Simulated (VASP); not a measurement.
Output of a VASP run:

### OSZICAR
```
       N       E                     dE             d eps       ncg     rms          rms(c)
DAV:   1    -0.626810858066E+03   -0.62681E+03   -0.76942E+00   640   0.844E+00    0.266E+00
DAV:   2    -0.626864960697E+03   -0.54103E-01   -0.16066E-01   704   0.103E+00    0.258E+00
DAV:   3    -0.626970211272E+03   -0.10525E+00   -0.29381E-01   744   0.190E+00    0.158E+00
DAV:   4    -0.626948778819E+03    0.21432E-01   -0.30013E-01   704   0.172E+00    0.919E-01
DAV:   5    -0.626952262133E+03   -0.34833E-02   -0.75348E-02   736   0.762E-01    0.733E-01
DAV:   6    -0.626948487738E+03    0.37744E-02   -0.66416E-03   712   0.216E-01    0.431E-01
DAV:   7    -0.626947318861E+03    0.11689E-02   -0.33480E-03   712   0.146E-01    0.204E-01
DAV:   8    -0.626947145826E+03    0.17304E-03   -0.75223E-04   720   0.638E-02    0.100E-01
DAV:   9    -0.626947127254E+03    0.18572E-04   -0.53935E-04   736   0.396E-02    0.714E-02
DAV:  10    -0.626947179461E+03   -0.52207E-04   -0.79876E-04   696   0.563E-02    0.659E-02
DAV:  11    -0.626947262951E+03   -0.83490E-04   -0.10169E-03   720   0.683E-02    0.696E-02
DAV:  12    -0.626947367763E+03   -0.10481E-03   -0.12148E-03   736   0.741E-02    0.801E-02
DAV:  13    -0.626947487082E+03   -0.11932E-03   -0.15270E-03   744   0.842E-02    0.935E-02
DAV:  14    -0.626947613236E+03   -0.12615E-03   -0.19632E-03   744   0.100E-01    0.105E-01
DAV:  15    -0.626947746673E+03   -0.13344E-03   -0.23517E-03   752   0.113E-01    0.114E-01
DAV:  16    -0.626947885950E+03   -0.13928E-03   -0.26360E-03   752   0.121E-01    0.122E-01
DAV:  17    -0.626948023240E+03   -0.13729E-03   -0.28429E-03   776   0.127E-01    0.128E-01
DAV:  18    -0.626948152971E+03   -0.12973E-03   -0.30292E-03   768   0.132E-01    0.133E-01
DAV:  19    -0.626948273581E+03   -0.12061E-03   -0.31198E-03   776   0.135E-01    0.135E-01
DAV:  20    -0.626948381567E+03   -0.10799E-03   -0.31242E-03   792   0.137E-01    0.136E-01
DAV:  21    -0.626948472873E+03   -0.91306E-04   -0.30501E-03   776   0.136E-01    0.135E-01
DAV:  22    -0.626948546626E+03   -0.73753E-04   -0.29244E-03   776   0.134E-01    0.133E-01
DAV:  23    -0.626948602844E+03   -0.56218E-04   -0.27159E-03   776   0.131E-01    0.129E-01
DAV:  24    -0.626948641405E+03   -0.38561E-04   -0.24724E-03   768   0.126E-01    0.124E-01
DAV:  25    -0.626948663403E+03   -0.21999E-04   -0.21869E-03   752   0.119E-01    0.118E-01
DAV:  26    -0.626948671737E+03   -0.83334E-05   -0.18993E-03   776   0.112E-01    0.110E-01
DAV:  27    -0.626948667878E+03    0.38593E-05   -0.15819E-03   752   0.104E-01    0.102E-01
DAV:  28    -0.626948655428E+03    0.12449E-04   -0.13060E-03   792   0.955E-02    0.930E-02
DAV:  29    -0.626948637358E+03    0.18070E-04   -0.10167E-03   752   0.854E-02    0.831E-02
DAV:  30    -0.626948616222E+03    0.21137E-04   -0.78194E-04   784   0.760E-02    0.739E-02
DAV:  31    -0.626948594354E+03    0.21868E-04   -0.56078E-04   744   0.655E-02    0.638E-02
DAV:  32    -0.626948573274E+03    0.21080E-04   -0.39300E-04   760   0.561E-02    0.540E-02
DAV:  33    -0.626948554751E+03    0.18523E-04   -0.25606E-04   704   0.462E-02    0.454E-02
DAV:  34    -0.626948539277E+03    0.15474E-04   -0.15084E-04   680   0.369E-02    0.359E-02
DAV:  35    -0.626948527256E+03    0.12021E-04   -0.80116E-05   624   0.282E-02    0.276E-02
DAV:  36    -0.626948518989E+03    0.82667E-05   -0.36738E-05   584   0.203E-02
   1 F= -.62694852E+03 E0= -.62694852E+03  d E =-.780287E-12  mag=     1.0000
```

**OUTCAR**
```
------------------------ aborting loop because EDIFF is reached ----------------------------------------
  volume of cell :      380.90
      direct lattice vectors                 reciprocal lattice vectors
     7.248884826  0.000000000  0.000000000     0.137952254  0.000000000  0.000000000
     0.000000000  7.248884826  0.000000000     0.000000000  0.137952254  0.000000000
     0.000000000  0.000000000  7.248884826     0.000000000  0.000000000  0.137952254
  FREE ENERGIE OF THE ION-ELECTRON SYSTEM (eV)
  ---------------------------------------------------
  free  energy   TOTEN  =      -626.9485189893 eV

  energy  without entropy=     -626.9485189893  energy(sigma->0) =     -626.94851899

  exchange ACFDT corr.  =         0.00000000  see jH, gK, PRB 81, 115126

 total charge

# of ion       s       p       d       tot
------------------------------------------
    1        0.680   1.356   0.000   2.035
    2        0.680   1.354   0.000   2.034
    3        0.680   1.357   0.000   2.037
    4        0.676   1.346   0.000   2.022
    5        0.680   1.356   0.000   2.036
    6        0.680   1.354   0.000   2.035
    7        0.674   1.338   0.000   2.013
    8        0.681   1.360   0.000   2.041
    9        0.672   1.321   0.000   1.993
   10        0.681   1.361   0.000   2.043
   11        0.672   1.323   0.000   1.995
   12        0.674   1.338   0.000   2.012
   13        0.674   1.338   0.000   2.013
   14        0.676   1.345   0.000   2.021
   15        0.677   1.352   0.000   2.029
   16        0.680   1.358   0.000   2.037
   17        0.677   1.352   0.000   2.029
   18        0.675   1.340   0.000   2.015
   19        0.681   1.361   0.000   2.043
   20        0.672   1.323   0.000   1.995
   21        0.676   1.347   0.000   2.023
   22        0.677   1.347   0.000   2.024
   23        0.677   1.352   0.000   2.029
   24        0.676   1.347   0.000   2.023
   25        0.685   1.378   0.000   2.062
   26        0.676   1.347   0.000   2.023
   27        0.675   1.340   0.000   2.015
   28        0.685   1.376   0.000   2.061
   29        0.674   1.338   0.000   2.012
   30        0.685   1.376   0.000   2.061
   31        0.675   1.343   0.000   2.018
   32        1.236   2.729   0.000   3.965
   33        1.227   2.715   0.000   3.942
   34        1.227   2.716   0.000   3.943
   35        1.227   2.716   0.000   3.943
   36        1.237   2.726   0.000   3.962
   37        1.227   2.715   0.000   3.942
   38        1.230   2.718   0.000   3.947
   39        1.256   2.646   0.000   3.902
   40        1.230   2.725   0.000   3.955
   41        1.227   2.715   0.000   3.943
   42        1.230   2.726   0.000   3.956
   43        1.231   2.711   0.000   3.943
   44        1.230   2.718   0.000   3.947
   45        1.227   2.716   0.000   3.943
   46        1.228   2.719   0.000   3.948
   47        1.227   2.716   0.000   3.943
   48        1.228   2.719   0.000   3.947
   49        1.232   2.708   0.000   3.940
   50        1.227   2.715   0.000   3.943
   51        1.230   2.726   0.000   3.956
   52        1.229   2.723   0.000   3.952
...
```
(Selected blocks of OUTCAR.)

**POSCAR**
```
B31N31O
1
    7.2488848260     0.0000000000     0.0000000000
    0.0000000000     7.2488848260     0.0000000000
    0.0000000000     0.0000000000     7.2488848260
B N O
31 31 1
Direct
  0.5027656609   0.0027092065   0.0021505031
  0.7466130952   0.2472119818   0.0024308677
  0.7466509111   0.0029573631   0.2466512340
  0.0007227872   0.0003247977   0.9997885248
  0.2529435589   0.2523769363   0.0021320337
  0.4975424333   0.4962357973   0.0025120644
  0.7503531520   0.7497900148   0.9995244208
  0.2530357984   0.0027056628   0.2517730865
  0.7518653517   0.5015825850   0.2501251424
  0.4975822870   0.0031273116   0.4956570534
  0.7518894934   0.2506599282   0.5010211769
  0.7503647235   0.0000669193   0.7492434514
  0.0000894204   0.5000219882   0.9995198970
  0.2506390650   0.7504328332   0.9998273573
  0.0008260135   0.2500512131   0.2495159704
  0.2532465406   0.4963155200   0.2467124085
  0.5003485085   0.7505167477   0.2495277286
  0.0001658123   0.0001424122   0.4994283063
  0.2533035564   0.2473220237   0.4957041054
  0.5009392003   0.5016019098   0.5010523387
  0.7497889136   0.7512450780   0.4989002230
  0.2506838529   0.0003754585   0.7499108589
  0.5003678599   0.2500842713   0.7499887199
  0.7497571776   0.4994473873   0.7506764985
  0.0005213361   0.7501924325   0.2491966968
  0.0014697941   0.4994778183   0.4989537863
  0.2503907883   0.7498888890   0.4994424404
  0.0005291608   0.2497033181   0.7496287529
  0.2503779510   0.5000427604   0.7492544898
  0.5000685823   0.7502644270   0.7496561735
  0.0003960561   0.7500744421   0.7494944597
  0.6356805501   0.1140078853   0.1134665215
  0.8736535113   0.3748509063   0.1263619643
  0.8736725896   0.1269274815   0.3743038106
  0.1251426736   0.1253295153   0.1247728032
  0.3642985456   0.3853000656   0.1135151384
  0.6251471116   0.6233450765   0.1263901903
  0.8767971377   0.8733123237   0.1241009731
  0.3643850455   0.1141410058   0.3846749562
  0.8759202933   0.6256660377   0.3744557690
  0.6251788023   0.1269275798   0.6227861125
  0.8759387706   0.3749924927   0.6251141691
  0.8768130427   0.1246435527   0.8727932433
  0.1236633904   0.6264623824   0.1241207485
  0.3756902764   0.8748742847   0.1247894079
  0.1256726907   0.3746988502   0.3741398040
  0.3772103203   0.6234204694   0.3743316878
  0.6249646669   0.8754338255   0.3740928908
  0.1237298586   0.1247099059   0.6259059272
  0.3772502497   0.3749141544   0.6227742757
  0.6252732450   0.6256651349   0.6251001516
  0.8750029742   0.8748889880   0.6241109933
  0.3756980721   0.1253762589   0.8743427017
  0.6249307342   0.3746784861   0.8748787686
  0.8749867894   0.6246863041   0.8743057350
  0.1232579608   0.8729439379   0.3746705675
  0.1252061747   0.6247438884   0.6241593060
  0.3750102243   0.8734239003   0.6258738890
  0.1232079767   0.3752812862   0.8723233922
  0.3749923801   0.6264846860   0.8727832040
  0.6255897294   0.8729054421   0.8723407391
  0.1253130493   0.8749909962   0.8744181974
  0.6376703206   0.3874384611   0.3868561900
```

Write an INCAR and KPOINTS that could have produced this output.

Several could match; the one computed here: the input of the run itself, HSE06 screened hybrid, plane waves, VASP's PBE PAW potentials (set 64).

### KPOINTS
```
kpoints
0
gamma
  1 1 1
0 0 0
```

### INCAR
```
! general
SYSTEM   = B31N31O
PREC     = Normal
ENCUT    = 400
LREAL    = Auto
LASPH    = .TRUE.
ISYM     = 0
NELECT   = 255.0

! electronic loop
EDIFF    = 1E-5   ! SCF stop (eV)
NELM     = 50   ! most electronic steps
NELMIN   = 4
ALGO     = Normal

! smearing
ISMEAR   = 0
SIGMA    = 0.05   ! width (eV)

! functional
GGA      = PE   ! PBE
LHFCALC  = .TRUE.
AEXX     = 0.25
HFSCREEN = 0.2
PRECFOCK = Fast

! spin
ISPIN    = 2
MAGMOM   = 63*0.0159
NUPDOWN  = 1

! ions
ISIF     = 0

! output
LWAVE    = .FALSE.
LCHARG   = .FALSE.
LORBIT   = 10
```

POTCAR, in this order: B N O (PBE.64 set). Program: vasp_gam. Read from the step before: WAVECAR.

The cell is charged, with a uniform compensating background. The supercell is sampled at Γ alone, which is coarse: total energies, pressure and levels can be off, energies of defects by several tenths of an eV.

The cell is a supercell with a defect, built from BN (zinc blende): O_N-vac_B, charge -1. The cell's shape comes from a PBE relaxation.
